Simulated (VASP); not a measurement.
Consider the following.

```
CSi
1.0
    1.54000    -2.66736     0.00000
    1.54000     2.66736     0.00000
    0.00000     0.00000     5.05000
Si C
2 2
Direct
  0.66667   0.33333   0.50000
  0.33333   0.66667   0.00000
  0.66667   0.33333   0.87500
  0.33333   0.66667   0.37500
```

Computed with LDA (Ceperley-Alder, Perdew-Zunger), VASP's LDA PAW potentials (set 64) (plane waves; VASP). Run with 400 eV cut-off, 6×6×4 Γ-centred mesh, Fermi-Dirac smearing of 0.020 eV, potentials Si C.

At this cut-off the stress carries a Pulay error, which pulls relaxed volumes low.

Question: Give the stress tensor in GPa (positive for a compressed cell).

Answer: 
```
-5.92   0.00   0.00
 0.00  -5.92   0.00
 0.00   0.00  -4.98
```
The pressure is its mean diagonal, -5.60 GPa.

The structure is a typed SiC crystal (P6_3mc). The cell was not relaxed at this level.
